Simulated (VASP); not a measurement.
Method: PBEsol GGA, VASP's PBE PAW potentials (set 64) (plane waves; VASP).

Input for VASP

**POSCAR**
```
InP
4.2376480
  0.0000000000   0.7071067590   0.7071067590
  0.7071067590   0.0000000000   0.7071067590
  0.7071067590   0.7071067590   0.0000000000
In P
1 1
Cartesian
  0.0000000000   0.0000000000   0.0000000000
  0.3535533795   0.3535533795   0.3535533795
```

### INCAR
```
ENCUT  =  520   ! plane-wave cut-off (eV)
NELM  =  100   ! most electronic steps
PREC  =  Accurate
EDIFF  =  1E-7   ! SCF stop (eV)
GGA  =  PS   ! PBEsol
LMAXMIX  =  4   ! l cut-off of mixed one-centre charges
LCHARG  =  .False.
LREAL  =  .False.   ! projection in real space or not
ISMEAR  =  0   ! Gaussian
SYSTEM  =  InP
ALGO  =  Normal
LASPH  =  .True.   ! aspherical one-centre terms
SIGMA  =  0.05
LWAVE  =  .False.
ISIF  =  2   ! forces and stress, cell fixed
```

KPOINTS:
```
K-points
0
gamma
8 8 8
```

POTCAR, in this order: In_d P (PBE.64 set). Program: vasp_std.

What VASP printed:

File OSZICAR:
```
       N       E                     dE             d eps       ncg     rms          rms(c)
DAV:   1     0.116763440555E+03    0.11676E+03   -0.87254E+03   764   0.151E+03
DAV:   2    -0.610910965436E+00   -0.11737E+03   -0.11334E+03   774   0.341E+02
DAV:   3    -0.923875118230E+01   -0.86278E+01   -0.85088E+01   999   0.944E+01
DAV:   4    -0.948581925774E+01   -0.24707E+00   -0.24689E+00   861   0.177E+01
DAV:   5    -0.949865876232E+01   -0.12840E-01   -0.12839E-01  1142   0.359E+00    0.491E+00
DAV:   6    -0.915141324818E+01    0.34725E+00   -0.68552E-01  1121   0.153E+01    0.294E+00
DAV:   7    -0.912396513875E+01    0.27448E-01   -0.15022E-01  1050   0.360E+00    0.104E+00
DAV:   8    -0.912133552299E+01    0.26296E-02   -0.12888E-02  1036   0.158E+00    0.298E-01
DAV:   9    -0.912156808118E+01   -0.23256E-03   -0.17206E-03   960   0.625E-01    0.163E-01
DAV:  10    -0.912157959853E+01   -0.11517E-04   -0.14915E-04   949   0.103E-01    0.106E-01
DAV:  11    -0.912160690919E+01   -0.27311E-04   -0.35230E-05   854   0.518E-02    0.160E-02
DAV:  12    -0.912160792322E+01   -0.10140E-05   -0.12229E-05  1002   0.699E-02    0.149E-02
DAV:  13    -0.912160793383E+01   -0.10614E-07   -0.85970E-07   867   0.864E-03
   1 F= -.91216079E+01 E0= -.91216078E+01  d E =-.270010E-06
```

OUTCAR:
```
------------------------ aborting loop because EDIFF is reached ----------------------------------------
  FORCE on cell =-STRESS in cart. coord.  units (eV):
  Direction    XX          YY          ZZ          XY          YZ          ZX
  --------------------------------------------------------------------------------------
  Total       -1.1435942     -1.1435942     -1.1435942     -0.0000000      0.0000000     -0.0000000
  in kB      -34.0504548    -34.0504548    -34.0504548     -0.0000000      0.0000000     -0.0000000
  external PRESSURE =     -34.0504548 kB  Pullay stress =       0.0000000 kB
  volume of cell :       53.81
      direct lattice vectors                 reciprocal lattice vectors
     0.000000000  2.996469543  2.996469543    -0.166863034  0.166863034  0.166863034
     2.996469543  0.000000000  2.996469543     0.166863034 -0.166863034  0.166863034
     2.996469543  2.996469543  0.000000000     0.166863034  0.166863034 -0.166863034
  FREE ENERGIE OF THE ION-ELECTRON SYSTEM (eV)
  ---------------------------------------------------
  free  energy   TOTEN  =        -9.1216079338 eV

  energy  without entropy=       -9.1216076638  energy(sigma->0) =       -9.12160780
```
(Selected blocks of OUTCAR.)

The compound is InP in the zinc blende structure. This cell is one point of a volume scan, at 1.06 of the reference volume.
